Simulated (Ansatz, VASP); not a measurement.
# PbS2: VASP beside Ansatz, part 3 of 3

Wanted: the spread between two codes on one cell, functional and k mesh. The cell is generated by rule, not measured, and may not be a known phase. The cell is taken from a series of runs on this material, whose earlier steps may have relaxed, scaled, displaced or heated it; both programs get it as it stands.

VASP 6.6.1 and Ansatz 0.2.0.

So far: Set-up; Ansatz: zone-centre phonons, PBEsol; VASP: zone-centre phonons, PBEsol.

**3. VASP: zone-centre phonons, PBEsol (continued)**

Level of this step: PBEsol; plane waves and PAW (Pb_d, S); invented cell (VASP).

Numbers of over 12 decimals in the logs are rounded to 6 here.

From OUTCAR (step 3):

```text
ion  position               nearest neighbor table
   1  0.000  0.000  0.000-   5 2.64   6 2.64   5 2.64   6 2.64   3 2.71   4 2.71
   2  0.500  0.500  0.500-   3 2.64   4 2.64   3 2.64   4 2.64   5 2.71   6 2.71
   3  0.305  0.305  0.000-   2 2.64   2 2.64   1 2.71
   4  0.695  0.695  0.000-   2 2.64   2 2.64   1 2.71
   5  0.805  0.195  0.500-   1 2.64   1 2.64   2 2.71
   6  0.195  0.805  0.500-   1 2.64   1 2.64   2 2.71

  LATTYP: Found a simple tetragonal cell.
 ALAT       =     6.2811235934
 C/A-ratio  =     0.6331857780

 Subroutine GETGRP returns: Found 16 space group operations
 (whereof  8 operations were pure point group operations)

The static configuration has the point symmetry D_2h.
 The point group associated with its full space group is D_4h.

 Found     50 irreducible k-points:

   k-points           NKPTS =     50   k-points in BZ     NKDIM =     50   number of bands    NBANDS=     32

   dimension x,y,z NGX =    48 NGY =   48 NGZ =   30
   dimension x,y,z NGXF=    96 NGYF=   96 NGZF=   60

   ENCUT  =  500.0 eV  36.75 Ry    6.06 a.u.  11.45 11.45  7.25*2*pi/ulx,y,z

   NELECT =      52.0000    total number of electrons

 k-points in reciprocal lattice and weights: Automatic mesh
   0.00000000  0.00000000  0.00000000       0.003
   0.16666667  0.00000000  0.00000000       0.014
   0.33333333  0.00000000  0.00000000       0.014
   0.50000000  0.00000000  0.00000000       0.007
   0.16666667  0.16666667  0.00000000       0.014
   0.33333333  0.16666667  0.00000000       0.028
   0.50000000  0.16666667  0.00000000       0.014
   0.33333333  0.33333333  0.00000000       0.014
   0.50000000  0.33333333  0.00000000       0.014
[...]
0.50000000  0.33333333  0.50000000       0.014
   0.50000000  0.50000000  0.50000000       0.003

 average (electrostatic) potential at core
       1 -93.2229       2 -93.2229       3 -87.2576       4 -87.2576       5 -87.2576
       6 -87.2576

[...]
3.14056      3.14056      1.98856        -0.000000      0.000000     -0.000000
      1.91644      1.91644      0.00000         0.000659      0.000659     -0.000000
      4.36468      4.36468      0.00000        -0.000659     -0.000659      0.000000
      5.05700      1.22412      1.98856         0.000659     -0.000659      0.000000
      1.22412      5.05700      1.98856        -0.000659      0.000659     -0.000000
 -----------------------------------------------------------------------------------
    total drift:                               -0.000000     -0.000000     -0.000000

 Eigenvectors and eigenvalues of the dynamical matrix
 ----------------------------------------------------

   1 f  =    8.949861 THz    56.233638 2PiTHz  298.535243 cm-1    37.013636 meV
             X         Y         Z           dx          dy          dz
      0.000000  0.000000  0.000000     0.000000   -0.000000    0.000000
      3.140562  3.140562  1.988559     0.000000    0.000000    0.000000
      1.916443  1.916443  0.000000     0.353553    0.353553    0.000000
      4.364681  4.364681  0.000000    -0.353553   -0.353553    0.000000
      5.057004  1.224119  1.988559    -0.353553    0.353553   -0.000000
      1.224119  5.057004  1.988559     0.353553   -0.353553   -0.000000

   2 f  =    8.273836 THz    51.986046 2PiTHz  275.985468 cm-1    34.217822 meV
             X         Y         Z           dx          dy          dz
      0.000000  0.000000  0.000000    -0.000000    0.000000    0.000000
      3.140562  3.140562  1.988559    -0.000000    0.000000   -0.000000
      1.916443  1.916443  0.000000    -0.353553   -0.353553   -0.000000
      4.364681  4.364681  0.000000     0.353553    0.353553    0.000000
      5.057004  1.224119  1.988559    -0.353553    0.353553   -0.000000
      1.224119  5.057004  1.988559     0.353553   -0.353553   -0.000000

   3 f  =    7.421431 THz    46.630224 2PiTHz  247.552278 cm-1    30.692557 meV
             X         Y         Z           dx          dy          dz
      0.000000  0.000000  0.000000     0.000000   -0.000000   -0.237318
      3.140562  3.140562  1.988559     0.000000   -0.000000    0.237318
      1.916443  1.916443  0.000000    -0.000000   -0.000000   -0.470999
      4.364681  4.364681  0.000000     0.000000   -0.000000   -0.470999
      5.057004  1.224119  1.988559    -0.000000    0.000000    0.470999
      1.224119  5.057004  1.988559    -0.000000    0.000000    0.470999

   4 f  =    7.210103 THz    45.302411 2PiTHz  240.503136 cm-1    29.818575 meV
             X         Y         Z           dx          dy          dz
      0.000000  0.000000  0.000000    -0.151903    0.056897   -0.000000
      3.140562  3.140562  1.988559    -0.257514   -0.215584    0.000000
      1.916443  1.916443  0.000000     0.394263    0.446344   -0.000000
      4.364681  4.364681  0.000000     0.394263    0.446344   -0.000000
      5.057004  1.224119  1.988559     0.126496   -0.244502    0.000000
      1.224119  5.057004  1.988559     0.126496   -0.244502    0.000000

   5 f  =    7.210103 THz    45.302411 2PiTHz  240.503136 cm-1    29.818575 meV
             X         Y         Z           dx          dy          dz
      0.000000  0.000000  0.000000     0.215584   -0.257514    0.000000
      3.140562  3.140562  1.988559    -0.056897   -0.151903   -0.000000
      1.916443  1.916443  0.000000     0.244502    0.126496    0.000000
      4.364681  4.364681  0.000000     0.244502    0.126496    0.000000
      5.057004  1.224119  1.988559    -0.446344    0.394263   -0.000000
      1.224119  5.057004  1.988559    -0.446344    0.394263   -0.000000

   6 f  =    6.070786 THz    38.143871 2PiTHz  202.499609 cm-1    25.106740 meV
             X         Y         Z           dx          dy          dz
      0.000000  0.000000  0.000000     0.000000   -0.000000    0.343818
      3.140562  3.140562  1.988559     0.000000   -0.000000    0.343818
      1.916443  1.916443  0.000000     0.000000    0.000000   -0.436915
      4.364681  4.364681  0.000000     0.000000   -0.000000   -0.436915
      5.057004  1.224119  1.988559    -0.000000    0.000000   -0.436915
      1.224119  5.057004  1.988559     0.000000    0.000000   -0.436915

   7 f  =    5.704330 THz    35.841361 2PiTHz  190.275959 cm-1    23.591202 meV
             X         Y         Z           dx          dy          dz
      0.000000  0.000000  0.000000     0.000000   -0.000000    0.000000
      3.140562  3.140562  1.988559    -0.000000   -0.000000    0.000000
      1.916443  1.916443  0.000000    -0.000000    0.000000   -0.707107
      4.364681  4.364681  0.000000     0.000000    0.000000    0.707107
      5.057004  1.224119  1.988559    -0.000000    0.000000    0.000628
      1.224119  5.057004  1.988559    -0.000000    0.000000   -0.000628

   8 f  =    5.704330 THz    35.841361 2PiTHz  190.275959 cm-1    23.591202 meV
             X         Y         Z           dx          dy          dz
      0.000000  0.000000  0.000000    -0.000000    0.000000   -0.000000
      3.140562  3.140562  1.988559    -0.000000    0.000000   -0.000000
      1.916443  1.916443  0.000000    -0.000000    0.000000    0.000628
      4.364681  4.364681  0.000000    -0.000000    0.000000   -0.000628
      5.057004  1.224119  1.988559     0.000000   -0.000000    0.707107
      1.224119  5.057004  1.988559     0.000000   -0.000000   -0.707107

   9 f  =    2.865930 THz    18.007167 2PiTHz   95.597121 cm-1    11.852527 meV
             X         Y         Z           dx          dy          dz
      0.000000  0.000000  0.000000     0.036142    0.690803   -0.000000
      3.140562  3.140562  1.988559     0.025839   -0.690341   -0.000000
      1.916443  1.916443  0.000000    -0.039539   -0.098038    0.000000
      4.364681  4.364681  0.000000    -0.039539   -0.098038   -0.000000
      5.057004  1.224119  1.988559    -0.038080    0.097459    0.000000
      1.224119  5.057004  1.988559    -0.038080    0.097459   -0.000000

  10 f  =    2.865930 THz    18.007167 2PiTHz   95.597121 cm-1    11.852527 meV
             X         Y         Z           dx          dy          dz
      0.000000  0.000000  0.000000    -0.690341   -0.025839   -0.000000
      3.140562  3.140562  1.988559     0.690803   -0.036142    0.000000
      1.916443  1.916443  0.000000     0.097459    0.038080   -0.000000
      4.364681  4.364681  0.000000     0.097459    0.038080    0.000000
      5.057004  1.224119  1.988559    -0.098038    0.039539   -0.000000
      1.224119  5.057004  1.988559    -0.098038    0.039539   -0.000000

  11 f  =    0.900180 THz     5.655995 2PiTHz   30.026756 cm-1     3.722842 meV
             X         Y         Z           dx          dy          dz
      0.000000  0.000000  0.000000     0.000000   -0.000000    0.666093
      3.140562  3.140562  1.988559     0.000000   -0.000000   -0.666093
      1.916443  1.916443  0.000000     0.000000    0.000000   -0.167809
      4.364681  4.364681  0.000000     0.000000   -0.000000   -0.167809
      5.057004  1.224119  1.988559     0.000000    0.000000    0.167809
      1.224119  5.057004  1.988559    -0.000000   -0.000000    0.167809

  12 f  =    0.006208 THz     0.039006 2PiTHz    0.207079 cm-1     0.025674 meV
             X         Y         Z           dx          dy          dz
      0.000000  0.000000  0.000000    -0.060526   -0.614170    0.000000
      3.140562  3.140562  1.988559    -0.061578   -0.614275    0.000000
      1.916443  1.916443  0.000000    -0.023264   -0.242646    0.000000
      4.364681  4.364681  0.000000    -0.023264   -0.242646    0.000000
      5.057004  1.224119  1.988559    -0.024991   -0.242817    0.000000
      1.224119  5.057004  1.988559    -0.024991   -0.242817    0.000000

  13 f  =    0.006208 THz     0.039006 2PiTHz    0.207079 cm-1     0.025674 meV
             X         Y         Z           dx          dy          dz
      0.000000  0.000000  0.000000    -0.614275    0.061578    0.000000
      3.140562  3.140562  1.988559    -0.614170    0.060526    0.000000
      1.916443  1.916443  0.000000    -0.242817    0.024991    0.000000
      4.364681  4.364681  0.000000    -0.242817    0.024991    0.000000
      5.057004  1.224119  1.988559    -0.242646    0.023264    0.000000
      1.224119  5.057004  1.988559    -0.242646    0.023264    0.000000
    [... 43 further lines ...]
      5.057004  1.224119  1.988559    -0.460626   -0.461965    0.000000
      1.224119  5.057004  1.988559    -0.460626   -0.461965   -0.000000

 ELASTIC MODULI CONTR FROM IONIC RELAXATION (kBar)
 Direction    XX          YY          ZZ          XY          YZ          ZX
 --------------------------------------------------------------------------------
 XX         -25.3127    -25.3127    -34.9118     -0.0000      0.0000      0.0000
 YY         -25.3127    -25.3127    -34.9118     -0.0000      0.0000      0.0000
 ZZ         -34.9118    -34.9118    -48.1512     -0.0000      0.0000      0.0000
 XY          -0.0000     -0.0000     -0.0000     -6.0675     -0.0000     -0.0000
 YZ           0.0000      0.0000      0.0000     -0.0000    -47.4377      0.0000
 ZX           0.0000      0.0000      0.0000     -0.0000      0.0000    -15.4061
 --------------------------------------------------------------------------------
```

**4. Differences**

Known differences besides the potentials themselves: the cutoff is 420 eV in Ansatz and 500 eV in VASP; Ansatz makes its cores anew for this functional, VASP keeps those of its PBE data sets. Total energies have different zeros and are not compared.

The two programs side by side:

```
                                                   quantity  Ansatz   VASP  difference
optical mode 1 to 2 (imaginary, printed as negative) (cm⁻¹)   -83.0  -83.3        +0.3
     optical mode 3 (imaginary, printed as negative) (cm⁻¹)   -81.9  -80.7        -1.2
     optical mode 4 (imaginary, printed as negative) (cm⁻¹)   -61.9  -62.1        +0.2
                                      optical mode 5 (cm⁻¹)    30.4   30.0        +0.4
                                 optical mode 6 to 7 (cm⁻¹)    95.9   95.6     +0.32 %
                                 optical mode 8 to 9 (cm⁻¹)   190.9  190.3     +0.35 %
                                     optical mode 10 (cm⁻¹)   203.3  202.5     +0.42 %
                               optical mode 11 to 12 (cm⁻¹)   241.6  240.5     +0.47 %
                                     optical mode 13 (cm⁻¹)   248.2  247.6     +0.27 %
                                     optical mode 14 (cm⁻¹)   276.8  276.0     +0.28 %
                                     optical mode 15 (cm⁻¹)   298.1  298.5     -0.13 %
```

Modes are paired by rising frequency, not by their patterns, so a pair may set unlike modes beside each other; they are those without the splitting of longitudinal modes.

**5. Results**

```
r.m.s. difference of the optical zone-centre modes, each program's sorted by frequency (zone-centre phonons, PBEsol) : 0.70 cm⁻¹
```

What this shows: The r.m.s. difference of the optical zone-centre modes, each program's sorted by frequency is 0.70 cm⁻¹ (zone-centre phonons, PBEsol). Such differences can come from data sets, numerical settings and the points named under the comparisons, not from the functional's error against experiment.

[Lines on the potential files, build, host, timing and source positions are cut from VASP's logs without a mark.]

[Logs are printed without paths, hosts, clocks, repeated set-up lines and the standing remarks that a program may print on its own settings, such as how far it seeks lower states.]

[Hosts, paths, dates, database ids (printed as entryN), source tags and the programs' standing remarks are cut or masked in the printed files.]
